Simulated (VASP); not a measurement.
The system is Ba3ZnO4.

```
CELL_PARAMETERS angstrom
5.09133 0.00000 0.00000
0.00000 5.09133 0.00000
0.00000 0.00000 5.09133
ATOMIC_POSITIONS crystal
Ba 0.00000 0.50000 0.50000
Ba 0.50000 0.00000 0.50000
Ba 0.50000 0.50000 0.00000
Zn 0.00000 0.00000 0.00000
O 0.50000 0.00000 0.00000
O 0.50000 0.50000 0.50000
O 0.00000 0.00000 0.50000
O 0.00000 0.50000 0.00000
```

The cell was built by a generator and needn't be a form met in nature.

The cell isn't the ideal one: species swapped into the Mg3MnO4 type (Pm-3m, No. 221).

* Program: VASP 6.6.1
* Task: relaxation of cell and atoms
* Functional: PBE
* Potentials or basis: VASP PAW PBE potentials, release 64 (Ba_sv, Zn, O)
* Cutoff: 600 eV
* k mesh: 4 × 4 × 4
* Occupations: gaussian, width 0.1 eV
* Spin: no spin polarisation

At the start: pressure 21.7 GPa; volume 16.50 Å³/atom.

Problem. Where does the relaxation end?

Solution. Over 3 steps the energy falls by 201.9 meV/atom and the volume is 20.05 Å³/atom (+21.5 %); space group Pm-3m (No. 221, to 0.05 Å).

The path:
| step | energy change (eV) | largest force (eV/Å) | pressure (GPa) | volume (Å³) |
| --- | --- | --- | --- | --- |
| 1 | 0.0000 | 0.0000 | 21.74 | 131.98 |
| 2 | -1.2163 | 0.0000 | -6.12 | 179.51 |
| 3 | -1.6149 | 0.0000 | 0.08 | 160.41 |

Final structure:
```xyz
8
Lattice="5.4334 0.0000 0.0000 0.0000 5.4334 0.0000 0.0000 0.0000 5.4334" Properties=species:S:1:pos:R:3 pbc="T T T"
Ba    0.0000    2.7167    2.7167
Ba    2.7167    0.0000    2.7167
Ba    2.7167    2.7167    0.0000
Zn    0.0000    0.0000    0.0000
O     2.7167    0.0000    0.0000
O     2.7167    2.7167    2.7167
O     0.0000    0.0000    2.7167
O     0.0000    2.7167    0.0000
```

Caveat: the volume moved by over 15 % at a fixed basis, so the end points are rough.
